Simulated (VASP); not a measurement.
An input for Ansatz (written as the equivalent of a VASP run, and not itself run):

Ansatz 0.2 input:
```yaml
crystal:
  lattice:
    - [1.8911937, -3.2921041, 0.0000000]
    - [1.8911937, 3.2921041, 0.0000000]
    - [0.0000000, 0.0000000, 6.2287367]
  atoms:
    - { symbol: Zn, position: [0.6666670, 0.3333330, 0.5000724] }
    - { symbol: Zn, position: [0.3333330, 0.6666670, 0.0000724] }
    - { symbol: S, position: [0.6666670, 0.3333330, 0.8749276] }
    - { symbol: S, position: [0.3333330, 0.6666670, 0.3749276] }
kpoints:
  mp_grid: { grid: [6, 6, 4] }
hamiltonian:
  xc: r2scan
  pseudopotentials: { kind: paw }
scf:
  occupations: { method: gaussian, width: 0.05 }
  max_iter: 100
output: { forces: true, stress: true, eigenvalues: true }
```

Problem. Translate this input to VASP (INCAR, KPOINTS, POSCAR, choice of POTCAR).

Solution. This is not unique; one that fits is 
**POSCAR**
```
ZnS
1
    1.8911937205    -3.2921040897     0.0000000000
    1.8911937205     3.2921040897     0.0000000000
    0.0000000000     0.0000000000     6.2287366775
Zn S
2 2
Direct
  0.6666670000   0.3333330000   0.5000723877
  0.3333330000   0.6666670000   0.0000723877
  0.6666670000   0.3333330000   0.8749276123
  0.3333330000   0.6666670000   0.3749276123
```

KPOINTS:
```
K-points
0
gamma
  6 6 4
```

**INCAR**
```
ALGO = Normal   ! blocked Davidson
LMAXMIX = 4   ! l cut-off of mixed one-centre charges
ENCUT = 480   ! plane-wave cut-off (eV)
ISMEAR = 0   ! Gaussian
NELM = 100
SYSTEM = ZnS
LASPH = .True.
LMIXTAU = .True.
LREAL = .False.   ! projection in real space or not
PREC = Accurate
ISIF = 2
SIGMA = 0.05
EDIFF = 1E-7
LCHARG = .False.
LWAVE = .False.
METAGGA = R2SCAN
```

POTCAR, in this order: Zn S (PBE.64 set). Program: vasp_std.

What does not carry over: each code has its own PAW files, so the cut-off isn't converted (ENCUT is set for VASP's; basis.ecutwfc is left out, and Ansatz then takes the one that its files recommend); Ansatz stops its SCF on the density residual and VASP on the energy change (EDIFF).

The compound is ZnS in the wurtzite structure, the high-temperature form. This cell was strained or had an atom moved on purpose.
